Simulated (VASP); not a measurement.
Crystal: InP.

```
CELL_PARAMETERS angstrom
0.00000 2.93050 2.93050
2.93050 0.00000 2.93050
2.93050 2.93050 0.00000
ATOMIC_POSITIONS crystal
In 0.00000 0.00000 0.00000
P 0.25000 0.25000 0.25000
```

```yaml
Program: VASP 6.6.1
Task: relaxation of cell and atoms
Functional: PBE
Potentials_or_basis: VASP PAW PBE potentials, release 64 (In_d, P)
Cutoff: 700 eV
k_mesh: 10 × 10 × 10
Occupations: gaussian, width 0.02 eV
Spin: no spin polarisation
```

At the start: pressure 3.3 GPa; volume 25.17 Å³/atom.

**Question.** Where does the relaxation end?

**Answer.** Over 3 steps the energy falls by 12.7 meV/atom and the volume is 26.45 Å³/atom (+5.1 %); space group F-43m (No. 216, to 0.05 Å).

The path:
```tsv
step	energy change (eV)	largest force (eV/Å)	pressure (GPa)	volume (Å³)
1	0.0000	0.0000	3.33	50.33
2	-0.0196	0.0000	-1.38	54.24
3	-0.0255	0.0000	0.00	52.91
```

Final structure:
```
In P
1.0
     0.00000    2.97958    2.97958
     2.97958    0.00000    2.97958
     2.97958    2.97958    0.00000
In P
1 1
Direct
  0.00000 0.00000 0.00000
  0.25000 0.25000 0.25000
```
